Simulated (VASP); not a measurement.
Given:

```yaml
crystal:
  lattice:
    - [0.00000, 1.90000, 1.90000]
    - [1.90000, 0.00000, 1.90000]
    - [1.90000, 1.90000, 0.00000]
  atoms:
    - { symbol: Rh, position: [0.00000, 0.00000, 0.00000] }
```

Calculation: PBE GGA, VASP's PBE PAW potentials (set 64) (plane waves; VASP 6.6.1). Run with 400 eV cut-off, 15×15×15 Γ-centred mesh, first-order Methfessel-Paxton smearing of 0.10 eV, potentials Rh_pv.

Problem. Give the stress tensor in GPa (positive for a compressed cell).

Solution. 
```
5.05  0.00  0.00
0.00  5.05  0.00
0.00  0.00  5.05
```
The pressure is its mean diagonal, 5.05 GPa.

The compound is Rh in the fcc structure. The cell was not relaxed at this level.
